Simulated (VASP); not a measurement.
Output of a VASP run:

**OSZICAR**
```
       N       E                     dE             d eps       ncg     rms          rms(c)
DAV:   1     0.434285536208E+03    0.43429E+03   -0.13393E+04  3496   0.207E+03
DAV:   2     0.801477219595E+02   -0.35414E+03   -0.34901E+03  4992   0.392E+02
DAV:   3    -0.337739671091E+02   -0.11392E+03   -0.11210E+03  6456   0.202E+02
DAV:   4    -0.504560172013E+02   -0.16682E+02   -0.16675E+02  5976   0.856E+01
DAV:   5    -0.514381593358E+02   -0.98214E+00   -0.98185E+00  6424   0.252E+01    0.143E+01
DAV:   6    -0.461688991492E+02    0.52693E+01   -0.48871E+01  5296   0.419E+01    0.761E+00
DAV:   7    -0.459819823532E+02    0.18692E+00   -0.55747E+00  6560   0.242E+01    0.347E+00
DAV:   8    -0.458942463290E+02    0.87736E-01   -0.52154E-01  5872   0.592E+00    0.126E+00
DAV:   9    -0.458755829532E+02    0.18663E-01   -0.73800E-02  6136   0.225E+00    0.364E-01
DAV:  10    -0.458762660398E+02   -0.68309E-03   -0.29350E-02  5800   0.120E+00    0.187E-01
DAV:  11    -0.458763875038E+02   -0.12146E-03   -0.75571E-03  6312   0.686E-01    0.113E-01
DAV:  12    -0.458763578284E+02    0.29675E-04   -0.15403E-03  6232   0.273E-01    0.337E-02
DAV:  13    -0.458763600877E+02   -0.22593E-05   -0.47314E-04  5816   0.149E-01    0.209E-02
DAV:  14    -0.458763535220E+02    0.65657E-05   -0.78135E-05  6112   0.807E-02    0.297E-03
DAV:  15    -0.458763539918E+02   -0.46978E-06   -0.45020E-06  4560   0.197E-02
   1 F= -.45876354E+02 E0= -.45876354E+02  d E =-.139106E-21
```

### OUTCAR
```
------------------------ aborting loop because EDIFF is reached ----------------------------------------
  FORCE on cell =-STRESS in cart. coord.  units (eV):
  Direction    XX          YY          ZZ          XY          YZ          ZX
  --------------------------------------------------------------------------------------
  Total       -5.1455444     -5.1455434     -4.8467131      0.0000000      0.0000000      0.0000000
  in kB     -100.8031397   -100.8031197    -94.9489215      0.0000000      0.0000000      0.0000000
  external PRESSURE =     -98.8517270 kB  Pullay stress =       0.0000000 kB
  volume of cell :       81.78
      direct lattice vectors                 reciprocal lattice vectors
     3.930780000  0.000000000  0.000000000     0.254402434  0.146879328  0.000000000
    -1.965390000  3.404155000  0.000000000     0.000000000  0.293758657  0.000000000
     0.000000000  0.000000000  6.111950000     0.000000000  0.000000000  0.163613904
 POSITION                                       TOTAL-FORCE (eV/Angst)
 -----------------------------------------------------------------------------------
      1.96539      1.13472      4.60694         0.000000     -0.000000     -0.163701
     -0.00000      2.26944      1.50501        -0.000000      0.000000      0.163701
      1.96539      1.13472      2.16430        -0.000000      0.000000      0.025637
     -0.00000      2.26944      3.94765        -0.000000      0.000000     -0.025637
      0.00000      0.00000      0.00000         0.000000      0.000000      0.000000
 -----------------------------------------------------------------------------------
    total drift:                                0.000000     -0.000000      0.000000
  FREE ENERGIE OF THE ION-ELECTRON SYSTEM (eV)
  ---------------------------------------------------
  free  energy   TOTEN  =       -45.8763539918 eV

  energy  without entropy=      -45.8763539918  energy(sigma->0) =      -45.87635399
```
(Selected blocks of OUTCAR.)

File POSCAR:
```
La2O3
1
    3.9307800000     0.0000000000     0.0000000000
   -1.9653900000     3.4041550000     0.0000000000
    0.0000000000     0.0000000000     6.1119500000
La O
2 3
Direct
  0.6666670000   0.3333330000   0.7537600000
  0.3333330000   0.6666670000   0.2462400000
  0.6666670000   0.3333330000   0.3541100000
  0.3333330000   0.6666670000   0.6458900000
  0.0000000000   0.0000000000   0.0000000000
```

### Question
Reconstruct the remaining input files.

### Answer
One answer among several that fit: the input of the run itself, LDA (Ceperley-Alder, Perdew-Zunger), plane waves, VASP's LDA PAW potentials (set 64).

**KPOINTS**
```
Regular mesh
0
gamma
10 10 6
```

### INCAR
```
# general
SYSTEM =La2O3
PREC   =Accurate
ENCUT  =400   # plane-wave cut-off (eV)
LREAL  =F   # projection in real space or not
LASPH  =T

# electronic loop
EDIFF  =1E-6
NELM   =100
ALGO   =Normal   # blocked Davidson
LMAXMIX=6   # l cut-off of mixed one-centre charges

# smearing
ISMEAR =0   # Gaussian
SIGMA  =0.01

# ions
ISIF   =2   # forces and stress, cell fixed

# output
LWAVE  =F
LCHARG =F
```

POTCAR, in this order: La O (LDA.64 set). Program: vasp_std.

At this cut-off the stress carries a Pulay error, which pulls relaxed volumes low.

The structure comes from a computed database's La2O3 entry; how it stands against other phases isn't given here. The cell was not relaxed at this level.
